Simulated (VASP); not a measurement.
Input:

```xyz
3
Lattice="1.7730 -3.0710 0.0000 1.7730 3.0710 0.0000 0.0000 0.0000 5.6038" Properties=species:S:1:pos:R:3 pbc="T T T"
Pt     0.0000     0.0000     0.0000
S      1.7730     1.0237     1.2340
S      1.7730    -1.0237     4.3698
```

Method: r2SCAN meta-GGA with spin-orbit coupling, VASP's PBE PAW potentials (set 64) (plane waves; VASP). Settings: 400 eV cut-off, 7×7×4 Γ-centred mesh, Gaussian smearing of 0.050 eV, potentials Pt S.

### Question
Give the energies of bands 13 to 26 at the high-symmetry points, in eV from the valence-band maximum.

### Answer

```
band      Γ      M      K      A      L      H
----  -----  -----  -----  -----  -----  -----
13    -3.44  -3.21  -3.91  -3.44  -3.24  -3.88
14    -3.44  -3.21  -3.91  -3.44  -3.24  -3.88
15    -1.54  -2.68  -3.17  -1.96  -2.64  -3.13
16    -1.54  -2.68  -3.17  -1.96  -2.64  -3.13
17    -0.82  -2.54  -2.64  -0.89  -2.48  -3.05
18    -0.82  -2.54  -2.64  -0.89  -2.48  -3.05
19    -0.58  -2.39  -1.21  -0.88  -2.07  -1.48
20    -0.58  -2.39  -1.21  -0.88  -2.07  -1.48
21    -0.15  -1.91  -1.00  -0.67  -1.42  -1.28
22    -0.15  -1.91  -1.00  -0.67  -1.42  -1.28
23     2.76   2.34   1.52   2.98   2.53   2.33
24     2.76   2.34   1.52   2.98   2.53   2.33
25     3.02   2.98   1.66   3.24   2.85   2.38
26     3.02   2.98   1.66   3.24   2.85   2.38
```

The gap is indirect, 1.36 eV, from the valence maximum at (0.00, 0.14, 0.25) to the conduction minimum at (0.00, 0.29, 0.25).

The compound is PtS2 in the 1T layered structure. It was relaxed first, which changed the volume by +12 %.
